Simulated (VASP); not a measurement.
The input files of a VASP run:

**INCAR**
```
# general
SYSTEM  =  Al
PREC    =  Accurate
ENCUT   =  400
LREAL   =  .FALSE.   # projection in real space or not
LASPH   =  .TRUE.

# electronic loop
EDIFF   =  1E-6   # SCF stop (eV)
NELM    =  100   # most electronic steps
ALGO    =  Normal   # blocked Davidson

# smearing
ISMEAR  =  1   # Methfessel-Paxton
SIGMA   =  0.1   # width (eV)

# functional
GGA     =  PS   # PBEsol

# ions
IBRION  =  2   # conjugate gradients
NSW     =  60
ISIF    =  4
EDIFFG  =  -0.02   # ionic stop

# output
LWAVE   =  .FALSE.
LCHARG  =  .FALSE.
```

### KPOINTS
```
Regular mesh
0
gamma
  6 10 1
```

POSCAR:
```
Al
1
    4.6246486272     0.0000000000    -0.0000000000
    0.0000000000     2.8063366346     0.0000000000
    0.0000000000     0.0000000000    23.4157344727
Al
4
Direct
  0.4998799012   0.0000000000   0.5570687733
  0.0001200988   0.5000000000   0.5570687733
  0.5001200988   0.0000000000   0.4429312267
  0.9998799012   0.5000000000   0.4429312267
```

POTCAR, in this order: Al (PBE.64 set). Program: vasp_std.

### Question
Translate this PBEsol calculation to Quantum ESPRESSO's pw.x.

### Answer
One equivalent input (not run):
```
&CONTROL
  calculation = 'vc-relax'
  pseudo_dir = './pseudo'
  outdir = './out'
  tprnfor = .true.
  tstress = .true.
  nstep = 60
  forc_conv_thr = 0.00078
/
&SYSTEM
  ibrav = 0
  nat = 4
  ntyp = 1
  ecutwfc = 40
  occupations = 'smearing'
  smearing = 'methfessel-paxton'
  degauss = 0.00735
  input_dft = 'pbesol'
/
&ELECTRONS
  conv_thr = 7.3e-08
  electron_maxstep = 100
/
&IONS
/
&CELL
  cell_dofree = 'shape'
/
ATOMIC_SPECIES
  Al 26.982 Al.upf
CELL_PARAMETERS angstrom
     4.6246486    0.0000000   -0.0000000
     0.0000000    2.8063366    0.0000000
     0.0000000    0.0000000   23.4157345
ATOMIC_POSITIONS crystal
  Al   0.4998799  0.0000000  0.5570688
  Al   0.0001201  0.5000000  0.5570688
  Al   0.5001201  0.0000000  0.4429312
  Al   0.9998799  0.5000000  0.4429312
K_POINTS automatic
  6 10 1 0 0 0
```
The two are equivalent in intent, not identical: the potentials are each code's own (VASP's PAW set, PseudoDojo norm-conserving files in pw.x), so ENCUT and ecutwfc are chosen apart and not converted; conv_thr bounds pw.x's estimated SCF error, while EDIFF bounds the energy change between steps; forc_conv_thr acts on force components and is met together with etot_conv_thr.

The cell is a sheet with vacuum, built from a generated structure.
